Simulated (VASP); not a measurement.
# BaMgPF (P4/nmm) in VASP: further runs

One crystal, BaMgPF, is run at these levels: PBEsol, LDA; tasks: relaxation of cell and atoms.

All numbers are computed with VASP 6.6.1; they aren't measurements. Logs are shortened: lines on timing, memory, paths and dates and some standing lists are left out, and cuts for length are marked.

### 1 The crystal as given

It takes space group P4/nmm (No. 129, tetragonal). Conventional cell: a = 4.297 Å, b = 4.297 Å, c = 9.440 Å, α = 90.00°, β = 90.00°, γ = 90.00°. Ba (site symmetry 4mm) is surrounded by 4 F at 2.63 Å. Around P (site symmetry 4mm) lie 4 Mg at 2.60 Å. Around Mg (site symmetry -4m2) lie 4 P at 2.60 Å. F (site symmetry -4m2) is surrounded by 4 Ba at 2.63 Å.

The cell comes from a database or a generator and needn't be the stable form of this composition.

### 2 Relaxation of cell and atoms, PBEsol

The input, INCAR:

```
SYSTEM = BaMgPF
PREC = Accurate ; ENCUT = 600
EDIFF = 1E-7 ; ISMEAR = 0
SIGMA = 0.03 ; LREAL = .FALSE.
LASPH = .TRUE. ; NELM = 80
ALGO = Normal ; ISIF = 3
LWAVE = .FALSE. ; LCHARG = .FALSE.
GGA = PS ; IBRION = 2
NSW = 90 ; EDIFFG = -0.005
KPAR = 2
```

The input, KPOINTS:

```
regular mesh
0
G
  6 6 4
  0 0 0
```

The input, POSCAR:

```
BaMgPF                                  
1.0
    4.2967610950      0.0000000000     -0.0000000000
    0.0000000000      4.2967610950      0.0000000000
   -0.0000000000      0.0000000000      9.4398025509
  Ba              P               Mg              F             
     2     2     2     2
Direct
     0.5000000000000000    0.0000000000000000    0.1611101097953965
     0.0000000000000000    0.5000000000000000    0.8388898902046035
     0.5000000000000000    1.0000000000000000    0.6549376193972400
     1.0000000000000000    0.5000000000000000    0.3450623806027600
     0.5000000000000000    0.5000000000000000    0.5000000000000000
     0.0000000000000000    0.0000000000000000    0.5000000000000000
     0.5000000000000000    0.5000000000000000    0.0000000000000000
     0.0000000000000000    0.0000000000000000    0.0000000000000000
```

Potentials or basis: VASP PAW PBE potentials, release 64 (Ba_sv, P, Mg, F).

On the command line:

```
$ cat potpaw_PBE.64/Ba_sv/POTCAR potpaw_PBE.64/P/POTCAR potpaw_PBE.64/Mg/POTCAR potpaw_PBE.64/F/POTCAR > POTCAR
$ mpirun -np 2 vasp_std > vasp.out
```

OUTCAR:

```text
SYSTEM = BaMgPF
   PREC = Accurate
   ENCUT = 600
   EDIFF = 1E-7
   ISMEAR = 0
   LREAL = .FALSE.
   LASPH = .TRUE.
   NELM = 80
   ISIF = 3
   GGA = PS
   IBRION = 2
   NSW = 90
   EDIFFG = -0.005

 ion  position               nearest neighbor table
   1  0.500  0.000  0.161-   7 2.63   8 2.63   7 2.63   8 2.63   4 3.50   4 3.50   4 3.50   4 3.50
                             5 3.85   6 3.85   5 3.85   6 3.85   2 4.30   2 4.30   2 4.30   2 4.30
   2  0.000  0.500  0.839-   7 2.63   8 2.63   8 2.63   7 2.63   3 3.50   3 3.50   3 3.50   3 3.50
                             5 3.85   5 3.85   6 3.85   6 3.85   1 4.30   1 4.30   1 4.30   1 4.30
   3  0.500  0.000  0.655-   5 2.60   6 2.60   5 2.60   6 2.60   2 3.50   2 3.50   2 3.50   2 3.50

   4  0.000  0.500  0.345-   5 2.60   6 2.60   6 2.60   5 2.60   1 3.50   1 3.50   1 3.50   1 3.50

   5  0.500  0.500  0.500-   3 2.60   4 2.60   3 2.60   4 2.60   6 3.04   6 3.04   6 3.04   6 3.04
                             2 3.85   1 3.85   2 3.85   1 3.85
   6  0.000  0.000  0.500-   3 2.60   4 2.60   4 2.60   3 2.60   5 3.04   5 3.04   5 3.04   5 3.04
                             1 3.85   2 3.85   2 3.85   1 3.85
   7  0.500  0.500  0.000-   1 2.63   2 2.63   1 2.63   2 2.63
   8  0.000  0.000  0.000-   1 2.63   2 2.63   2 2.63   1 2.63

  LATTYP: Found a simple tetragonal cell.
 ALAT       =     4.2967610950
 C/A-ratio  =     2.1969577415

  Lattice vectors:

 A1 = (   4.2967610950,   0.0000000000,   0.0000000000)
 A2 = (   0.0000000000,   4.2967610950,   0.0000000000)
 A3 = (   0.0000000000,   0.0000000000,   9.4398025509)

Analysis of symmetry for initial positions (statically):
=====================================================================
 Subroutine PRICEL returns:
 Original cell was already a primitive cell.

 Routine SETGRP: Setting up the symmetry group for a
 simple tetragonal supercell.

 Subroutine GETGRP returns: Found 16 space group operations
 (whereof  8 operations were pure point group operations)
 out of a pool of 16 trial point group operations.

The static configuration has the point symmetry D_2d.
 The point group associated with its full space group is D_4h.

Analysis of symmetry for dynamics (positions and initial velocities):
=====================================================================
 Subroutine PRICEL returns:
 Original cell was already a primitive cell.

 Routine SETGRP: Setting up the symmetry group for a
 simple tetragonal supercell.

 Subroutine GETGRP returns: Found 16 space group operations
[... 126 lines left out ...]
   PSTRESS=    0.0 pullay stress
   NELECT =      48.0000    total number of electrons
   NUPDOWN=      -1.0000    fix difference up-down
   EMIN   =  10.00;   EMAX   =-10.00  energy-range for DOS
   EFERMI =   0.00;   METHOD = LEGACY
   ISMEAR =     0;   SIGMA  =   0.03  broadening in eV -4-tet -1-fermi 0-gaus
   EFERMI_NEDOS =   21; number of points for ismear=-14 and -15
   IALGO  =     38    algorithm
   IMIX   =      4    mixing-type and parameters
     AMIX     =   0.40;   BMIX     =  1.00
     AMIX_MAG =   1.60;   BMIX_MAG =  1.00
  volume/ion in A,a.u.               =      21.78       147.01
  Fermi-wavevector in a.u.,A,eV,Ry     =   1.065140  2.012823 15.436133  1.134524
  Thomas-Fermi vector in A             =   2.200682
   LORBIT       =      0    0 simple, 1 ext, 2 COOP (PROOUT), +10 PAW based schemes
   GGA     = PS    functional components
   LHFCALC =     F    Hartree Fock is set to
   AEXX    =    0.0000 exact exchange contribution
   IVDW    =     0    specifies the selected vdW correction
   LEPSILON=     F    determine dielectric tensor
   LRPA    =     F    only Hartree local field effects (RPA)
 conjugate gradient relaxation of ions
 non-spin polarized calculation
 Gauss-broadening in eV      SIGMA  =   0.03
  energy-cutoff  :      600.00
  volume of cell :      174.28
 maximum number of plane-waves:      5840
 NGX is ok and might be reduce to    36
   NGX = 17   NGY = 17   NGZ = 37

 number of electron      48.0000008 magnetization

 Free energy of the ion-electron system (eV)
  ---------------------------------------------------
  ext. energy  EPLUGINS =         0.00000000
  ---------------------------------------------------
  free energy    TOTEN  =       -39.61547364 eV

  energy without entropy =      -39.61547364  energy(sigma->0) =      -39.61547364

 E-fermi :   2.7599     XC(G=0):  -9.3118

 val. band max:        2.5550539127   @ k =   0.0000   0.0000   0.0000
 cond. band min:       4.2287061829   @ k =   0.0000   0.0000   0.0000
 fundamental gap:      1.6736522702
 Fermi energy:         2.7598700819

 k-point     1 :       0.0000    0.0000    0.0000
  band No.  band energies     occupation
      1     -24.3784      2.00000
      2     -24.1820      2.00000
      3     -20.3689      2.00000
      4     -20.3052      2.00000
      5      -9.5045      2.00000
      6      -9.5045      2.00000
[... 757 lines left out ...]
     28       6.0044      0.00000
     29       6.7522      0.00000

 [... further k-points ...]

------------------------ aborting loop because EDIFF is reached ----------------------------------------

  FORCE on cell =-STRESS in cart. coord.  units (eV):
  Direction    XX          YY          ZZ          XY          YZ          ZX
  --------------------------------------------------------------------------------------
  -------------------------------------------------------------------------------------
  Total       -0.0201901     -0.0201901     -0.0315371      0.0000000      0.0000000      0.0000000
  in kB       -0.1856112     -0.1856112     -0.2899255      0.0000000      0.0000000      0.0000000
  external PRESSURE =      -0.2203827 kB  Pullay stress =       0.0000000 kB

 VOLUME and BASIS-vectors are now :
 -----------------------------------------------------------------------------
  energy-cutoff  :      600.00
  volume of cell :      174.28
      direct lattice vectors                 reciprocal lattice vectors
     4.296761095  0.000000000  0.000000000     0.232733442  0.000000000  0.000000000
     0.000000000  4.296761095  0.000000000     0.000000000  0.232733442  0.000000000
     0.000000000  0.000000000  9.439802551     0.000000000  0.000000000  0.105934419

 POSITION                                       TOTAL-FORCE (eV/Angst)
 -----------------------------------------------------------------------------------
      2.14838      0.00000      1.52085         0.000000     -0.000000      0.000261
      0.00000      2.14838      7.91895         0.000000      0.000000     -0.000261
      2.14838      0.00000      6.18248         0.000000      0.000000     -0.001305
      0.00000      2.14838      3.25732         0.000000     -0.000000      0.001305
      2.14838      2.14838      4.71990         0.000000      0.000000      0.000000
      0.00000      0.00000      4.71990         0.000000     -0.000000      0.000000
      2.14838      2.14838      0.00000        -0.000000      0.000000      0.000000
      0.00000      0.00000      0.00000         0.000000     -0.000000      0.000000
 -----------------------------------------------------------------------------------
    total drift:                                0.000000      0.000000      0.000000

  FREE ENERGIE OF THE ION-ELECTRON SYSTEM (eV)
  ---------------------------------------------------
  free  energy   TOTEN  =       -39.6154736369 eV

  energy  without entropy=      -39.6154736369  energy(sigma->0) =      -39.61547364

 reached required accuracy - stopping structural energy minimisation
```

It took 46 s on 2 MPI ranks of Intel Xeon 6975P-C (Granite Rapids), shared host; peak memory 0.43 GiB.

What came out:

| Property | Result |
| --- | --- |
| Free energy | -39.6155 eV |
| Pressure after relaxing | 0.0 GPa |
| Band gap on the k mesh | 1.67 eV, direct |

Final structure:
```yaml
crystal:
  lattice:
    - [4.29676, 0.00000, 0.00000]
    - [0.00000, 4.29676, 0.00000]
    - [0.00000, 0.00000, 9.43980]
  atoms:
    - { symbol: Ba, position: [0.50000, 0.00000, 0.16111] }
    - { symbol: Ba, position: [0.00000, 0.50000, 0.83889] }
    - { symbol: P, position: [0.50000, 0.00000, 0.65494] }
    - { symbol: P, position: [0.00000, 0.50000, 0.34506] }
    - { symbol: Mg, position: [0.50000, 0.50000, 0.50000] }
    - { symbol: Mg, position: [0.00000, 0.00000, 0.50000] }
    - { symbol: F, position: [0.50000, 0.50000, 0.00000] }
    - { symbol: F, position: [0.00000, 0.00000, 0.00000] }
```

Caveat: the relaxation stopped at its first step, so nothing moved; the PAW data sets were made with another functional, which shifts forces and pressure a little; spin-orbit coupling is left out, which moves the levels of the heavy elements.

### 3 Relaxation of cell and atoms, LDA

This run uses another cell than the first one, of 22.06 Å³/atom, 1.013 times its volume.

The input, INCAR:

```
PREC = Accurate ; ENCUT = 600
EDIFF = 1E-6 ; ISMEAR = 0
SIGMA = 0.03 ; LREAL = F
LASPH = T ; NELM = 80
ALGO = Normal ; ISIF = 3
LWAVE = F ; LCHARG = F
GGA = CA ; IBRION = 2
NSW = 90 ; EDIFFG = -0.01
KPAR = 2
```

The input, KPOINTS:

```
Automatic mesh
0
Gamma
  6 6 4
```

The input, POSCAR:

```
BaMgPF
1.0
    4.3097000000      0.0000000000      0.0000000000
    0.0000000000      4.3097000000      0.0000000000
    0.0000000000      0.0000000000      9.5032000000
Ba P Mg F
2 2 2 2
Direct
    0.5000000000      0.0000000000      0.1598200000
    0.0000000000      0.5000000000      0.8401800000
    0.5000000000      0.0000000000      0.6532000000
    0.0000000000      0.5000000000      0.3468000000
    0.5000000000      0.5000000000      0.5000000000
    0.0000000000      0.0000000000      0.5000000000
    0.5000000000      0.5000000000      0.0000000000
    0.0000000000      0.0000000000      0.0000000000
```

Potentials or basis: VASP PAW LDA potentials, release 64 (Ba_sv, P, Mg, F).

On the command line:

```
$ cat potpaw_LDA.64/Ba_sv/POTCAR potpaw_LDA.64/P/POTCAR potpaw_LDA.64/Mg/POTCAR potpaw_LDA.64/F/POTCAR > POTCAR
$ mpirun -np 2 vasp_std > vasp.out
```

Run time: 3.8 min. Hardware: 2 MPI ranks of AMD EPYC 9R45 (Zen 5), shared host; peak memory 0.37 GiB.

The run converged. Its results:

```yaml
Free_energy: -41.6904 eV
Relaxed_volume: 20.95 Å³/atom
Relaxed_cell: a = 4.248 Å, b = 4.248 Å, c = 9.288 Å, α = 90.00°, β = 90.00°, γ = 90.00°
Space_group_after_relaxing_to_0.05_Å: P4/nmm (No. 129)
Energy_gained_by_relaxing: 9.8 meV/atom
Ionic_steps: 8
Pressure_after_relaxing: 0.0 GPa
Largest_force_after_relaxing: 0.005 eV/Å
Band_gap_on_the_k_mesh: 1.63 eV, direct
```

Forces on the atoms (eV/Å):
```
Ba   0.000  0.000  0.000
Ba   0.000  0.000  0.000
P    0.000  0.000 -0.005
P    0.000  0.000  0.005
Mg   0.000  0.000  0.000
Mg   0.000  0.000  0.000
F    0.000  0.000  0.000
F    0.000  0.000  0.000
```

Step by step:
| step | energy change (eV) | largest force (eV/Å) | pressure (GPa) | volume (Å³) |
| --- | --- | --- | --- | --- |
| 1 | 0.0000 | 0.0884 | -2.75 | 176.51 |
| 2 | -0.0650 | 0.2493 | 0.71 | 167.02 |
| 3 | -0.0691 | 0.1858 | -0.04 | 168.81 |
| 4 | -0.0746 | 0.1231 | -0.03 | 168.31 |
| 5 | -0.0777 | 0.0623 | 0.03 | 167.36 |
| 6 | -0.0778 | 0.0342 | 0.01 | 167.53 |
| 7 | -0.0781 | 0.0217 | 0.00 | 167.56 |
| 8 | -0.0783 | 0.0050 | -0.03 | 167.61 |

Final structure:
```cif
data_structure
_symmetry_space_group_name_H-M 'P 1'
_symmetry_Int_Tables_number 1
_cell_length_a 4.2481
_cell_length_b 4.2481
_cell_length_c 9.2875
_cell_angle_alpha 90.000
_cell_angle_beta 90.000
_cell_angle_gamma 90.000
_cell_volume 167.61
loop_
_atom_site_label
_atom_site_type_symbol
_atom_site_fract_x
_atom_site_fract_y
_atom_site_fract_z
_atom_site_occupancy
Ba1 Ba 0.50000 0.00000 0.16117 1
Ba2 Ba 0.00000 0.50000 0.83883 1
P1 P 0.50000 0.00000 0.65590 1
P2 P 0.00000 0.50000 0.34410 1
Mg1 Mg 0.50000 0.50000 0.50000 1
Mg2 Mg 0.00000 0.00000 0.50000 1
F1 F 0.50000 0.50000 0.00000 1
F2 F 0.00000 0.00000 0.00000 1
```

Levels at points of the mesh, in eV from the valence-band top:
| k point | band 22 | band 23 | band 24 | band 25 | band 26 | band 27 |
| --- | --- | --- | --- | --- | --- | --- |
| (0.00, 0.00, 0.00) | -0.42 | 0.00 | 0.00 | 1.63 | 2.08 | 2.91 |
| (0.50, 0.00, 0.00) | -0.56 | -0.54 | -0.54 | 3.07 | 3.07 | 3.32 |
| (0.50, 0.50, 0.00) | -1.52 | -1.49 | -1.49 | 2.38 | 2.38 | 4.16 |
| (0.00, 0.00, 0.50) | -0.77 | -0.01 | -0.01 | 1.92 | 2.48 | 2.60 |
| (0.50, 0.00, 0.50) | -0.53 | -0.53 | -0.53 | 3.25 | 3.25 | 3.44 |
| (0.50, 0.50, 0.50) | -1.55 | -1.45 | -1.45 | 2.62 | 2.62 | 4.27 |

Caveat: spin-orbit coupling is left out, which moves the levels of the heavy elements.
